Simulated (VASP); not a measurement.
Output of a VASP run:

**OSZICAR**
```
       N       E                     dE             d eps       ncg     rms          rms(c)
DAV:   1     0.108633333326E+04    0.10863E+04   -0.35715E+04   519   0.133E+03
DAV:   2     0.794309748838E+02   -0.10069E+04   -0.98806E+03   511   0.514E+02
DAV:   3    -0.628311090566E+02   -0.14226E+03   -0.13658E+03   689   0.163E+02
DAV:   4    -0.780310740741E+02   -0.15200E+02   -0.14803E+02   800   0.469E+01
DAV:   5    -0.789464995638E+02   -0.91543E+00   -0.90501E+00   864   0.104E+01    0.222E+01
DAV:   6    -0.749336533683E+02    0.40128E+01   -0.10764E+01   656   0.140E+01    0.746E+00
DAV:   7    -0.744922732884E+02    0.44138E+00   -0.24647E+00   760   0.673E+00    0.231E+00
DAV:   8    -0.744700767739E+02    0.22197E-01   -0.21056E-01   688   0.205E+00    0.941E-01
DAV:   9    -0.744674143759E+02    0.26624E-02   -0.39906E-02   696   0.829E-01    0.356E-01
DAV:  10    -0.744667766458E+02    0.63773E-03   -0.78832E-03   760   0.409E-01    0.473E-02
DAV:  11    -0.744667749929E+02    0.16530E-05   -0.35603E-04   512   0.718E-02
   1 F= -.74466775E+02 E0= -.74389594E+02  d E =-.154362E+00
```

File OUTCAR:
```
------------------------ aborting loop because EDIFF is reached ----------------------------------------
  FORCE on cell =-STRESS in cart. coord.  units (eV):
  Direction    XX          YY          ZZ          XY          YZ          ZX
  --------------------------------------------------------------------------------------
  Total      -21.6994413    -21.6994413    -21.6994413      0.0000000      0.0000000      0.0000000
  in kB     -218.4342121   -218.4342121   -218.4342121      0.0000000      0.0000000      0.0000000
  external PRESSURE =    -218.4342121 kB  Pullay stress =       0.0000000 kB
  volume of cell :      159.16
      direct lattice vectors                 reciprocal lattice vectors
     5.419337000  0.000000000  0.000000000     0.184524417  0.000000000  0.000000000
     0.000000000  5.419337000  0.000000000     0.000000000  0.184524417  0.000000000
     0.000000000  0.000000000  5.419337000     0.000000000  0.000000000  0.184524417
 POSITION                                       TOTAL-FORCE (eV/Angst)
 -----------------------------------------------------------------------------------
      1.35483      0.00000      2.70967         0.000000      0.000000      0.000000
      4.06450      0.00000      2.70967        -0.000000     -0.000000     -0.000000
      2.70967      4.06450      0.00000        -0.000000     -0.000000      0.000000
      2.70967      1.35483      0.00000        -0.000000      0.000000      0.000000
      0.00000      2.70967      4.06450         0.000000     -0.000000     -0.000000
      0.00000      2.70967      1.35483         0.000000     -0.000000      0.000000
      0.00000      0.00000      0.00000         0.000000      0.000000     -0.000000
      2.70967      2.70967      2.70967         0.000000      0.000000     -0.000000
 -----------------------------------------------------------------------------------
    total drift:                                0.000000      0.000000      0.000000
  FREE ENERGIE OF THE ION-ELECTRON SYSTEM (eV)
  ---------------------------------------------------
  free  energy   TOTEN  =       -74.4667749929 eV

  energy  without entropy=      -74.3124134458  energy(sigma->0) =      -74.38959422
```
(Selected blocks of OUTCAR.)

### POSCAR
```
Nb3Sn
1
    5.4193370000     0.0000000000     0.0000000000
    0.0000000000     5.4193370000     0.0000000000
    0.0000000000     0.0000000000     5.4193370000
Nb Sn
6 2
Direct
  0.2500000000   0.0000000000   0.5000000000
  0.7500000000   0.0000000000   0.5000000000
  0.5000000000   0.7500000000   0.0000000000
  0.5000000000   0.2500000000   0.0000000000
  0.0000000000   0.5000000000   0.7500000000
  0.0000000000   0.5000000000   0.2500000000
  0.0000000000   0.0000000000   0.0000000000
  0.5000000000   0.5000000000   0.5000000000
```

Q: Write an INCAR and KPOINTS that could have produced this output.

A: This is not unique; one that fits is the input of the run itself, PBEsol GGA, plane waves, VASP's PBE PAW potentials (set 64).

### KPOINTS
```
Automatic mesh
0
Gamma
2 2 2
0 0 0
```

**INCAR**
```
LWAVE = F
LASPH = T
LREAL = F
ISIF = 2   # forces and stress, cell fixed
PREC = Accurate
NELM = 100   # most electronic steps
LMAXMIX = 4
SIGMA = 0.05
ALGO = Normal
LCHARG = F
GGA = PS
SYSTEM = Nb3Sn
EDIFF = 1E-04
ENCUT = 240   # plane-wave cut-off (eV)
ISMEAR = -1   # Fermi-Dirac
```

POTCAR, in this order: Nb_sv Sn_d (PBE.64 set). Program: vasp_std.

At this cut-off the stress carries a Pulay error, which pulls relaxed volumes low.

The structure comes from a computed database's Nb3Sn entry; how it stands against other phases isn't given here. The cell was not relaxed at this level. The k-mesh is coarse (spacing up to 0.58 per Å, 2π included), so the numbers may not be converged in it. The run is one of a series of settings (EDIFF = 1E-04, ENCUT = 240, KPOINTS 2×2×2 Γ-centred mesh against the base run), some of them coarse on purpose.
